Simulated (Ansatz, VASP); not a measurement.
# ScAlB4: VASP beside Ansatz, part 2 of 2

One calculation is typed for both programs; each brings its own data sets. How far apart do they land? The cell is generated by rule, not measured, and may not be a known phase. The cell is taken from a series of runs on this material, whose earlier steps may have relaxed, scaled, displaced or heated it; both programs get it as it stands.

VASP 6.6.1 and Ansatz 0.2.0.

So far: Starting point; VASP: relaxation of cell and atoms, LDA.

The structure was built from a prototype and need not be the compound's stable phase.

**3. Ansatz: relaxation of cell and atoms, LDA**

Level of this step: Ansatz beside VASP: Kohn-Sham DFT, plane waves, LDA (Ansatz).

Ansatz runs on its default PAW (the set named soft_2) files.

The same cell, functional (in two slightly different forms), mesh and smearing now go to Ansatz, which takes its cutoff from its data sets.

input.yaml reads:

```yaml
crystal:
  lattice:
    - [0.0, 2.9982313378, 2.9982313378]
    - [2.9982313378, 0.0, 2.9982313378]
    - [2.9982313378, 2.9982313378, 0.0]
  atoms:
    - { symbol: Sc, position: [0.25, 0.25, 0.25] }
    - { symbol: Al, position: [0.0, 0.0, 0.0] }
    - { symbol: B, position: [0.6440275476, 0.6440275476, 0.6440275476] }
    - { symbol: B, position: [0.0679173572, 0.6440275476, 0.6440275476] }
    - { symbol: B, position: [0.6440275476, 0.0679173572, 0.6440275476] }
    - { symbol: B, position: [0.6440275476, 0.6440275476, 0.0679173572] }
kpoints:
  mp_grid: { grid: [10, 10, 10] }
hamiltonian:
  xc: lda
scf:
  occupations: { method: gaussian, width: 0.1 }
output:
  forces: true
  stress: true
  eigenvalues: true
relax:
  adjacent_minimum: "off"
  f_tol: 0.005
  max_steps: 80
  cell: { stress_tol: 0.05 }
```

Launch:

```console
$ ansatz run input.yaml --threads 8 --pin off --max-ram 14336MiB --backend cpu --events-out ev --progress --plain --runs-dir out
```

Numbers of over 12 decimals in the logs are rounded to 6 here.

The program printed:

```text
Engine: ansatz 0.2.0, aarch64-unknown-linux-gnu
Pseudopotentials: kind: paw
Pseudopotential: Sc, paw, valence charge 11, recommended cutoff 420 eV (normal), Sc.paw.azcp
Pseudopotential: Al, paw, valence charge 3, recommended cutoff 420 eV (normal), Al.paw.azcp
Pseudopotential: B, paw, valence charge 3, recommended cutoff 420 eV (normal), B.paw.azcp
Functional definition: SPW92
  exchange = slater_x
  correlation = pw_c
Crystal: 6 atoms, lattice volume = 53.905 Å³
Basis set: ecut = 420 eV, 1067 PW (Γ)
Bands: 19, of which v1, the nominal top of the filled ones, is band 13 counted from 1 (12 counted from 0)
Symmetry: 24 space group operations
Space group: F-43m (ITA 216), of the structure as read, at distance tolerance 3.8e-5 Å
k-points: 47 of 1000 (time reversal used)
Non-local potential: Sc, projectors of the file, l = 0: 3, l = 1: 2, l = 2: 3, l = 3: 1
Non-local potential: Al, projectors of the file, l = 0: 2, l = 1: 2, l = 2: 1
Non-local potential: B, projectors of the file, l = 0: 2, l = 1: 2, l = 2: 1
PAW form: soft (Blöchl's): semilocal exchange-correlation on the pseudo side does not see the compensation charge
PAW frozen core: Sc, regenerated for the run's functional, and the local potential with it (the file was generated under x = pbe(κ = 0.804, μ = 0.219515), c = pbe(β = 0.066725))
PAW frozen core: Al, regenerated for the run's functional, and the local potential with it (the file was generated under x = pbe(κ = 0.804, μ = 0.219515), c = pbe(β = 0.066725))
PAW frozen core: B, regenerated for the run's functional, and the local potential with it (the file was generated under x = pbe(κ = 0.804, μ = 0.219515), c = pbe(β = 0.066725))
PAW one-centre angular grid: Sc, 590 points (default); XC on 64 Gauss nodes
PAW one-centre angular grid: Al, 110 points (default); XC on 64 Gauss nodes
PAW one-centre angular grid: B, 110 points (default); XC on 64 Gauss nodes
Initial density: superposition of atomic densities (neutral atoms: chi_scale 0, normalization atom), corrected by the library's trained network
Initial wavefunctions: pseudopotential atomic-orbital guess
Functional: x = slater, c = lda
SCF iter   1: F=—  HF=-3198.727725 eV  |F-HF|=—  |Δ(HF+E_count)|=         —  Δρ=9.08e-3  dr2=7.68e-2  ethr=1.77e-3  ⟨swp⟩=5.6  Hψ=4631  notcnv=0  defer=3
preconditioner: auto → Kerker (q_TF=auto, 2.416 Å⁻¹)  [metal: Δε(μ)=0.051 eV  Ē_g=8.681 eV  σ=0.100 eV  W_gap=0.27  n_scr=14 (ndim 8)  ℏωp=21.5 eV  f_vac=0.000  D(μ)=1.91/eV (n_scr^D=14)]
SCF iter   2: F=—  HF=-3198.710063 eV  |F-HF|=—  |Δ(HF+E_count)|=   1.77e-2  Δρ=4.74e-3  dr2=1.94e-2  ethr=2.95e-4  ⟨swp⟩=1.3  Hψ=1284  notcnv=0  defer=27
SCF iter   3: F=—  HF=-3198.703523 eV  |F-HF|=—  |Δ(HF+E_count)|=   6.54e-3  Δρ=1.34e-3  dr2=1.81e-3  ethr=7.46e-5  ⟨swp⟩=2.4  Hψ=1217  notcnv=0  defer=27
SCF iter   4: F=—  HF=-3198.702875 eV  |F-HF|=—  |Δ(HF+E_count)|=   6.47e-4  Δρ=3.40e-4  dr2=4.50e-5  ethr=6.95e-6  ⟨swp⟩=2.0  Hψ=1147  notcnv=0  defer=27
SCF iter   5: F=—  HF=-3198.702867 eV  |F-HF|=—  |Δ(HF+E_count)|=   8.36e-6  Δρ=4.15e-5  dr2=5.09e-7  ethr=1.73e-7  ⟨swp⟩=2.4  Hψ=1214  notcnv=0  defer=27
SCF iter   6: F=-3198.702867 eV  HF=-3198.702867 eV  |F-HF|=9.17e-10  |Δ(HF+E_count)|=   1.54e-8  Δρ=4.13e-6  dr2=6.46e-9  ethr=3.85e-10  ⟨swp⟩=8.6  Hψ=3814  notcnv=0
SCF 1 converged in 6 iterations: F = -3198.702867 eV  dr2 = 6.46e-9
  greatest PAW one-centre occupation: 0.998 electrons in one spin orbital (limit 2), on the Sc atom at site 0 (counted from 0), in its partial waves of l = 0
relax step   1: F+E_penalty+E_count = -3198.70286691 eV  Δ(F+E_penalty+E_count) = +0.000e0 eV  max|allowed force component| = 4.019e-2 eV/Å  Δτ_max = 0.0000 Å  P = -0.255 GPa  Ω = 53.905 Å³  (6 SCF iters, dr2 threshold 1.00e-7 eV, accepted)
[...]
relax step   2: F+E_penalty+E_count = -3198.70357220 eV  Δ(F+E_penalty+E_count) = -7.053e-4 eV  max|allowed force component| = 3.419e-2 eV/Å  Δτ_max = 0.0017 Å  P = +0.048 GPa  Ω = 53.770 Å³  energy of the carried Pulay correction = +1.891e-4 eV  (4 SCF iters, dr2 threshold 1.63e-7 eV, accepted)
[...]
relax step   3: F+E_penalty+E_count = -3198.70412773 eV  Δ(F+E_penalty+E_count) = -5.555e-4 eV  max|allowed force component| = 8.917e-3 eV/Å  Δτ_max = 0.0049 Å  P = -0.151 GPa  Ω = 53.691 Å³  energy of the carried Pulay correction = +2.994e-4 eV  (5 SCF iters, dr2 threshold 7.30e-8 eV, accepted)
[...]
relax step   4: F+E_penalty+E_count = -3198.70420112 eV  Δ(F+E_penalty+E_count) = -7.339e-5 eV  max|allowed force component| = 1.049e-4 eV/Å  Δτ_max = 0.0006 Å  P = +0.011 GPa  Ω = 53.663 Å³  energy of the carried Pulay correction = +3.400e-4 eV  (4 SCF iters, dr2 threshold 5.69e-8 eV, accepted)
[...]
relax step   5: F+E_penalty+E_count = -3198.70382902 eV  Δ(F+E_penalty+E_count) = +3.721e-4 eV  max|allowed force component| = 5.114e-6 eV/Å  Δτ_max = 0.0000 Å  P = +0.001 GPa  Ω = 53.663 Å³  stress off target by 8.01e-4 GPa  SCF on the basis re-selected at this cell (its energy is not comparable with the rows above)  (4 SCF iters)
basis re-selected at this cell: Δ(F+E_penalty+E_count) = +3.721e-4 eV, ΔP = -0.010 GPa vs the last step (what re-selecting the basis moved, of the pressure what is left beyond the Pulay correction that the steps carried, after the strain that the cell walked since its last selection, with what the two solves' SCF thresholds leave and, on support functions, any second-order correction that the steps lacked; it is no m [...]
SCF converged after 4 iterations
Free energy (F): -3198.703829 eV
Harris-Foulkes:  -3198.703829 eV  (|F-HF|=1.32e-11)
Internal energy: -3198.694710 eV  (E = F + TS)
E sigma→0 (E₀):  -3198.699269 eV
Entropy (-TS):   -0.009119 eV (-1.520 meV/atom)
Fermi energy:    12.258886 eV
--- Per-component energies (eV) ---
  E_band       = -31.826524
  E_kinetic    = 489.754030
  E_local      = -841.176424  (includes V_loc(G=0)·N_el)
  E_nonlocal   = 144.647026
  E_hartree    = 313.152698
  E_xc         = -275.378158
  E_vxc        = -316.728225  (∫ρ·V_xc dr)
  E_paw        = -1644.014321  (= ΣΔE_a)
  E_vpaw       = -134.628360  (= ΣTr[D̂ρ^β])
  E_aug_tail   = -0.000009  (compensation charges beyond the density's cutoff)
  E_ewald      = -1386.223527
  E_core_change = 0.543976  (= ΣΔE_core)
  E_smearing   = -0.009119  (= −TS)
  E_closure    = -0.000000  (closes the sum)
  Σ components = -3198.703829   (vs F -3198.703829, Δ=0.00e0)
--- Forces (eV/Å), atoms counted from 1 ---
  atom   1  Sc    -0.00000000    -0.00000000    -0.00000000
  atom   2  Al    -0.00000000    -0.00000000    -0.00000000
  atom   3  B      0.00000511     0.00000511     0.00000511
  atom   4  B      0.00000511    -0.00000511    -0.00000511
  atom   5  B     -0.00000511     0.00000511    -0.00000511
  atom   6  B     -0.00000511    -0.00000511     0.00000511
  max |Σ_I F_I| component: 6.08e-16 eV/Å
--- Stress (GPa, compression-positive) ---
        0.000801      -0.000000      -0.000000
       -0.000000       0.000801      -0.000000
       -0.000000       0.000000       0.000801
  P = ⅓ Tr σ = 0.0008 GPa (0.008 kbar)
--- Band table (eV; the first three rows and the last of 47) ---
  k-point 0: bands = [... 9 lower, 9.2994, 9.2994, 9.4156, 9.4156, 9.4156, 12.4608, 16.9003, 16.9003, ... 2 higher]
  k-point 1: bands = [... 9 lower, 9.0719, 9.0719, 9.8808, 9.9151, 9.9151, 12.9197, 16.3077, 16.7374, ... 2 higher]
  k-point 2: bands = [... 9 lower, 9.0753, 9.0753, 10.6278, 10.6278, 10.7415, 14.1320, 15.3444, 16.2821, ... 2 higher]
  k-point 46: bands = [... 9 lower, 9.1888, 10.3401, 10.8832, 12.0739, 14.1666, 14.5934, 15.5817, 15.5902, ... 2 higher]
--- Relaxed structure (4 steps of the walk, 4 accepted, 1 SCFs on fresh bases) ---
  F+E_penalty+E_count = -3198.70382902 eV   max|allowed force component| = 5.114e-6 eV/Å   (the final SCF, on the basis selected at the relaxed cell)
  cell:  # Å, volume = 53.6626 Å³
    - [0, 2.993739, 2.993739]
    - [2.993739, 0, 2.993739]
    - [2.993739, 2.993739, 0]
  atoms:
    - { symbol: Sc, position: [0.25, 0.25, 0.25] }
    - { symbol: Al, position: [0, 0, 0] }
    - { symbol: B, position: [0.643457, 0.643457, 0.643457] }
    - { symbol: B, position: [0.069629, 0.643457, 0.643457] }
    - { symbol: B, position: [0.643457, 0.069629, 0.643457] }
    - { symbol: B, position: [0.643457, 0.643457, 0.069629] }
```

**4. Comparison**

Known differences besides the potentials themselves: the two LDA forms differ slightly; the cutoff is 420 eV in Ansatz and 500 eV in VASP; VASP's log shows a relativistic correction to its local exchange, Ansatz's none; Ansatz adds a Pulay correction to the stress that steers its cell, VASP none. Total energies have different zeros and are not compared.

Compared:

| quantity | Ansatz | VASP | difference |
| --- | --- | --- | --- |
| volume (Å³) | 53.66 | 53.89 | -0.41 % |
| edge a after relaxation, in the typed setting (Å) | 4.234 | 4.240 | -0.14 % |

**5. What came out**

```yaml
difference_in_volume_relaxation_of_cell_and_atoms_lda: -0.41 %
```

What this shows: The difference in volume is -0.41 % (relaxation of cell and atoms, LDA), within the 1.2 % picked in this series as the mark of a large difference, as far as the stopping tolerances let one tell. 1 further run of this series is not shown here. How closely two codes agree says nothing of how well the functional describes the real material.

[Lines on the potential files, build, host, timing and source positions are cut from VASP's logs without a mark.]

[Logs are printed without paths, hosts, clocks, repeated set-up lines and the standing remarks that a program may print on its own settings, such as how far it seeks lower states.]

[Hosts, paths, dates, database ids (printed as entryN), source tags and the programs' standing remarks are cut or masked in the printed files.]
